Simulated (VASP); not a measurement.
Level of theory: revTPSS meta-GGA, VASP's PBE PAW potentials (set 64) (plane waves; VASP 6.6.1).

VASP ran on this input.

POSCAR:
```
I atom
1
   12.0000000000     0.0000000000     0.0000000000
    0.0000000000    12.5000000000     0.0000000000
    0.0000000000     0.0000000000    13.0000000000
I
1
Direct
  0.0000000000   0.0000000000   0.0000000000
```

File KPOINTS:
```
K-points
0
G
1 1 1
0 0 0
```

### INCAR
```
SYSTEM = I atom
PREC = Normal
ENCUT = 520
EDIFF = 1E-6
NELM = 200
ALGO = All
LREAL = .FALSE.
LASPH = .TRUE.
ISMEAR = 0
SIGMA = 0.01
METAGGA = RTPSS
LMIXTAU = .TRUE.
LMAXMIX = 4
ISPIN = 2
MAGMOM = 1
LORBIT = 10
LWAVE = .FALSE.
LCHARG = .FALSE.
ISYM = 0
NUPDOWN = 1
```

POTCAR, in this order: I (PBE.64 set). Program: vasp_gam. Read from the step before: WAVECAR.

What VASP printed:

**OSZICAR**
```
       N       E                     dE             d eps       ncg     rms           ort
SDA:   1     0.199811515095E+02    0.19981E+02    0.00000E+00     8   0.415E-01   0.000E+00
CGA:   2     0.199689823987E+02   -0.12169E-01   -0.12152E-01     8   0.787E-02   0.227E-03
CGA:   3     0.199666858099E+02   -0.22966E-02   -0.22965E-02     8   0.241E-02  -0.618E-05
CGA:   4     0.199656498542E+02   -0.10360E-02   -0.10312E-02     8   0.285E-02   0.216E-04
SDA:   5     0.199303242665E+02   -0.35326E-01   -0.35781E-01     8   0.201E+00   0.883E-04
CGA:   6     0.198831641152E+02   -0.47160E-01   -0.62292E-01     8   0.345E-01   0.239E-01
CGA:   7     0.198655005117E+02   -0.17664E-01   -0.17663E-01     8   0.144E-01   0.920E-04
CGA:   8     0.198608977961E+02   -0.46027E-02   -0.45982E-02     8   0.320E-02  -0.210E-04
CGA:   9     0.198596476678E+02   -0.12501E-02   -0.12493E-02     8   0.778E-03  -0.218E-04
CGA:  10     0.198593527105E+02   -0.29496E-03   -0.29528E-03     8   0.159E-03   0.771E-05
CGA:  11     0.198592810689E+02   -0.71642E-04   -0.71655E-04     8   0.480E-04  -0.510E-06
CGA:  12     0.198592607963E+02   -0.20273E-04   -0.20272E-04     8   0.141E-04   0.108E-05
CGA:  13     0.198592542846E+02   -0.65117E-05   -0.64887E-05     8   0.358E-05   0.845E-06
CGA:  14     0.198592523571E+02   -0.19275E-05   -0.19669E-05     8   0.130E-05  -0.425E-06
CGA:  15     0.198592519637E+02   -0.39340E-06   -0.41080E-06     8   0.301E-06   0.220E-06
   1 F= 0.19859252E+02 E0= 0.19859252E+02  d E =-.158372E-24  mag=     1.0000
```

OUTCAR:
```
------------------------ aborting loop because EDIFF is reached ----------------------------------------
  FORCE on cell =-STRESS in cart. coord.  units (eV):
  Direction    XX          YY          ZZ          XY          YZ          ZX
  --------------------------------------------------------------------------------------
  Total        0.0004064     -0.0001920      0.0000612      0.0000460     -0.0002681     -0.0004692
  in kB        0.0003339     -0.0001578      0.0000503      0.0000378     -0.0002203     -0.0003855
  external PRESSURE =       0.0000755 kB  Pullay stress =       0.0000000 kB
  volume of cell :     1950.00
      direct lattice vectors                 reciprocal lattice vectors
    12.000000000  0.000000000  0.000000000     0.083333333  0.000000000  0.000000000
     0.000000000 12.500000000  0.000000000     0.000000000  0.080000000  0.000000000
     0.000000000  0.000000000 13.000000000     0.000000000  0.000000000  0.076923077
 POSITION                                       TOTAL-FORCE (eV/Angst)
 -----------------------------------------------------------------------------------
      0.00000      0.00000      0.00000         0.000000      0.000000      0.000000
 -----------------------------------------------------------------------------------
    total drift:                                0.000000      0.000000      0.000000
  FREE ENERGIE OF THE ION-ELECTRON SYSTEM (eV)
  ---------------------------------------------------
  free  energy   TOTEN  =        19.8592519637 eV

  energy  without entropy=       19.8592519637  energy(sigma->0) =       19.85925196

 total charge

# of ion       s       p       d       tot
------------------------------------------
    1        1.507   2.644   0.001   4.151

 magnetization (x)

# of ion       s       p       d       tot
------------------------------------------
    1        0.010   0.562   0.001   0.573
```
(Selected blocks of OUTCAR.)

The atom may not be in its lowest state.

The cell is a free atom in a box.
